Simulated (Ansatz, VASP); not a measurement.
One calculation of Si, two programs

The input INCAR:

```
SYSTEM = Si
ALGO = Normal
EDIFF = 1E-6
ENCUT = 520
GGA = CA
ISIF = 2
ISMEAR = 0
LASPH = .True.
LCHARG = .False.
LREAL = .False.
LWAVE = .False.
NBANDS = 11
NELM = 80
PREC = Accurate
SIGMA = 0.05
```

The input KPOINTS:

```
k-points
0
Gamma
  12 12 12
  0 0 0
```

The input POSCAR:

```
Si
1.0
    0.0000000000      2.9149161897      2.4298741358
    2.9149161897      0.0000000000      2.4298741358
    2.9149161897      2.9149161897      0.0000000000
Si
2
Direct
    0.5000000000      0.5000000000      0.5000000000
    0.7500000000      0.7500000000      0.7500000000
```

Input for Ansatz:

```yaml
crystal:
  lattice:
    - [0.0, 2.9149161897, 2.4298741358]
    - [2.9149161897, 0.0, 2.4298741358]
    - [2.9149161897, 2.9149161897, 0.0]
  atoms:
    - { symbol: Si, position: [0.5, 0.5, 0.5] }
    - { symbol: Si, position: [0.75, 0.75, 0.75] }
basis:
  ecutwfc: 420
kpoints:
  mp_grid: { grid: [12, 12, 12] }
hamiltonian:
  xc: lda
  pseudopotentials: { kind: paw, azcp: { folder: soft_1 } }
scf:
  occupations: { method: gaussian, width: 0.05 }
output:
  forces: true
  stress: true
  eigenvalues: true
```

Alike in both runs: task single point; functional LDA; k mesh 12 × 12 × 12; occupations gaussian, width 0.05 eV; no spin polarisation.

|  | VASP | Ansatz |
| --- | --- | --- |
| version | VASP 6.6.1 | Ansatz 0.2.0 |
| potentials or method | VASP PAW LDA potentials, release 64 (Si) | scalar-relativistic, plane waves, PAW |
| plane-wave cutoff (eV) | 520 | 420 |
| valence electrons in the cell | 8 | 8 |

```csv
,VASP,Ansatz,Ansatz less VASP
gap on the k mesh at the Fermi level (eV),none,none,-
pressure (GPa),-5.2,-5.2,-0.04
largest component of the traceless stress (GPa),7.46,7.46,+0.004
```

A gap of «none» marks a metal or a gap that the smearing closes. Ansatz warned: «pseudo_functional_mismatch».
